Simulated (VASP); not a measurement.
**Ta (relaxed from the diamond structure, space group Fd-3m): computed properties**

Level of theory: PBEsol GGA, VASP's PBE PAW potentials (set 64) (plane waves; VASP).

```json
{
 "space_group": "Fd-3m (227)",
 "cell": "a = 6.0074 Å, b = 6.0074 Å, c = 6.0074 Å, α = 90.00°, β = 90.00°, γ = 90.00°",
 "volume_per_atom": "27.10 Å³/atom",
 "band gap (over mesh and band path)": "none (metal, semimetal or under 0.01 eV)",
 "band_gap_with_spin_orbit_coupling": "none (metallic)",
 "density": "11.09 g/cm³",
 "optical Γ-point spectrum": "81 (×3) cm⁻¹",
 "C11": "2.7 GPa",
 "C12": "114 GPa",
 "C44": "-252 GPa"
}
```

```
Ta
1.0
    0.00000     3.00371     3.00371
    3.00371     0.00000     3.00371
    3.00371     3.00371     0.00000
Ta
2
Direct
  0.75000   0.75000   0.75000
  0.50000   0.50000   0.50000
```

Finite-difference elastic constants of metals are sensitive to mesh and smearing; shear constants can be off by tens of GPa. Unless said otherwise, spin-orbit coupling is left out, though it shifts the bands of the heavy elements here.

The structure was generated: Ta was put into the diamond type (Fd-3m), which need not be its known phase. It was relaxed first, which changed the volume by +6 %. Symmetry was kept, so distortions that lower it aren't found.
